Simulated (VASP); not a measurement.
Method: AM05 GGA, VASP's PBE PAW potentials (set 64) (plane waves; VASP 6.6.1).

The input files of a VASP run:

File POSCAR:
```
Ti
1
    1.4750000000    -2.5547750000     0.0000000000
    1.4750000000     2.5547750000     0.0000000000
    0.0000000000     0.0000000000     4.6800000000
Ti
2
Direct
  0.3333330000   0.6666670000   0.2500000000
  0.6666670000   0.3333330000   0.7500000000
```

### KPOINTS
```
Automatic mesh
0
Gamma
13 13 7
0 0 0
```

### INCAR
```
# general
SYSTEM =Ti
PREC   =Accurate
ENCUT  =520
LREAL  =F   # projection in real space or not
LASPH  =T

# electronic loop
EDIFF  =1E-6   # SCF stop (eV)
NELM   =100   # most electronic steps
ALGO   =Normal   # blocked Davidson
LMAXMIX=4   # l cut-off of mixed one-centre charges

# smearing
ISMEAR =1   # Methfessel-Paxton
SIGMA  =0.1   # width (eV)

# functional
GGA    =AM   # AM05

# ions
IBRION =2   # conjugate gradients
NSW    =60   # most ionic steps
ISIF   =3   # ions, shape and volume
EDIFFG =-0.01   # ionic stop

# output
LWAVE  =F
LCHARG =F
```

POTCAR, in this order: Ti_sv (PBE.64 set). Program: vasp_std.

Output of the run:

### OSZICAR
```
       N       E                     dE             d eps       ncg     rms          rms(c)
DAV:   1     0.244576406636E+03    0.24458E+03   -0.13601E+04  2688   0.186E+03
DAV:   2     0.928671557593E+01   -0.23529E+03   -0.23395E+03  2800   0.490E+02
DAV:   3    -0.174447787633E+02   -0.26731E+02   -0.26517E+02  5312   0.135E+02
DAV:   4    -0.185314765624E+02   -0.10867E+01   -0.10866E+01  2744   0.287E+01
DAV:   5    -0.185942569392E+02   -0.62780E-01   -0.62777E-01  4520   0.472E+00    0.121E+01
DAV:   6    -0.161969050293E+02    0.23974E+01   -0.90503E+00  3184   0.348E+01    0.284E+00
DAV:   7    -0.161706921938E+02    0.26213E-01   -0.91471E-01  4040   0.796E+00    0.202E+00
DAV:   8    -0.161936068016E+02   -0.22915E-01   -0.22892E-01  3240   0.643E+00    0.691E-01
DAV:   9    -0.161842338019E+02    0.93730E-02   -0.60517E-02  3256   0.270E+00    0.671E-02
DAV:  10    -0.161844172456E+02   -0.18344E-03   -0.22039E-03  4280   0.385E-01    0.910E-02
DAV:  11    -0.161845284391E+02   -0.11119E-03   -0.29110E-04  3072   0.145E-01    0.218E-02
DAV:  12    -0.161845252814E+02    0.31577E-05   -0.47687E-05  4032   0.529E-02    0.131E-02
DAV:  13    -0.161845256723E+02   -0.39085E-06   -0.14977E-06  2192   0.136E-02
   1 F= -.16184526E+02 E0= -.16184509E+02  d E =-.161845E+02
       N       E                     dE             d eps       ncg     rms          rms(c)
DAV:   1    -0.189196968054E+02   -0.27352E+01   -0.68340E+01  3640   0.111E+02    0.141E+01
DAV:   2    -0.162371849729E+02    0.26825E+01   -0.11686E+01  3832   0.426E+01    0.434E+00
DAV:   3    -0.160900797317E+02    0.14711E+00   -0.21190E+00  3872   0.105E+01    0.165E+00
DAV:   4    -0.161459617972E+02   -0.55882E-01   -0.44585E-01  3408   0.552E+00    0.341E-01
DAV:   5    -0.161704569564E+02   -0.24495E-01   -0.54955E-02  3672   0.191E+00    0.597E-01
DAV:   6    -0.161977103234E+02   -0.27253E-01   -0.56146E-02  3384   0.137E+00    0.142E-01
DAV:   7    -0.161987552624E+02   -0.10449E-02   -0.34107E-03  3632   0.422E-01    0.125E-01
DAV:   8    -0.161998826198E+02   -0.11274E-02   -0.25977E-03  3344   0.380E-01    0.408E-02
DAV:   9    -0.161999141607E+02   -0.31541E-04   -0.43767E-04  4088   0.115E-01    0.123E-02
DAV:  10    -0.161999196385E+02   -0.54778E-05   -0.15572E-05  3176   0.376E-02    0.303E-03
DAV:  11    -0.161999212524E+02   -0.16139E-05   -0.45925E-06  3352   0.148E-02    0.504E-03
DAV:  12    -0.161999210461E+02    0.20634E-06   -0.77103E-07  1624   0.796E-03
   2 F= -.16199921E+02 E0= -.16199797E+02  d E =-.153954E-01
       N       E                     dE             d eps       ncg     rms          rms(c)
DAV:   1    -0.167096585816E+02   -0.50974E+00   -0.12316E+01  3680   0.503E+01    0.601E+00
DAV:   2    -0.162196392403E+02    0.49002E+00   -0.26064E+00  4064   0.190E+01    0.171E+00
DAV:   3    -0.161953616404E+02    0.24278E-01   -0.31356E-01  3712   0.391E+00    0.515E-01
DAV:   4    -0.162062890379E+02   -0.10927E-01   -0.57437E-02  3800   0.174E+00    0.233E-01
DAV:   5    -0.162161029314E+02   -0.98139E-02   -0.22450E-02  3472   0.965E-01    0.318E-01
DAV:   6    -0.162179076063E+02   -0.18047E-02   -0.50854E-03  3912   0.649E-01    0.955E-02
DAV:   7    -0.162183418125E+02   -0.43421E-03   -0.95747E-04  3488   0.225E-01    0.228E-02
DAV:   8    -0.162183992842E+02   -0.57472E-04   -0.14070E-04  4144   0.705E-02    0.983E-03
DAV:   9    -0.162184002149E+02   -0.93076E-06   -0.63144E-06  3176   0.220E-02
   3 F= -.16218400E+02 E0= -.16218259E+02  d E =-.338745E-01
```

### OUTCAR
```
------------------------ aborting loop because EDIFF is reached ----------------------------------------
  FORCE on cell =-STRESS in cart. coord.  units (eV):
  Direction    XX          YY          ZZ          XY          YZ          ZX
  --------------------------------------------------------------------------------------
  Total       -0.0092100     -0.0092100      0.0176186      0.0000000      0.0000000      0.0000000
  in kB       -0.4411983     -0.4411984      0.8440038      0.0000000      0.0000000      0.0000000
  external PRESSURE =      -0.0127976 kB  Pullay stress =       0.0000000 kB
  volume of cell :       33.45
      direct lattice vectors                 reciprocal lattice vectors
     1.449594003 -2.510770520 -0.000000000     0.344924164 -0.199142055  0.000000000
     1.449594003  2.510770520  0.000000000     0.344924164  0.199142055  0.000000000
    -0.000000000  0.000000000  4.594678778     0.000000000 -0.000000000  0.217643071
 POSITION                                       TOTAL-FORCE (eV/Angst)
 -----------------------------------------------------------------------------------
      1.44959      0.83693      1.14867        -0.000000     -0.000000      0.000000
      1.44959     -0.83693      3.44601         0.000000      0.000000     -0.000000
 -----------------------------------------------------------------------------------
    total drift:                                0.000173      0.001050     -0.000018
  FREE ENERGIE OF THE ION-ELECTRON SYSTEM (eV)
  ---------------------------------------------------
  free  energy   TOTEN  =       -16.2184002149 eV

  energy  without entropy=      -16.2179764775  energy(sigma->0) =      -16.21825897

 reached required accuracy - stopping structural energy minimisation
```
(Selected blocks of OUTCAR.)

**CONTCAR**
```
Ti
   1.00000000000000
     1.4495940032680725   -2.5107705198031320   -0.0000000000000000
     1.4495940032680725    2.5107705198031320    0.0000000000000000
    -0.0000000000000000    0.0000000000000000    4.5946787775137228
  Ti
     2
Direct
     0.3333330000000032    0.6666669999999968    0.2500000000000000
     0.6666669999999968    0.3333330000000032    0.7500000000000000
```

Energy and stress use the plane-wave basis of the starting cell.

The compound is Ti in the hcp structure. This run relaxes it. Symmetry was kept, so distortions that lower it aren't found.
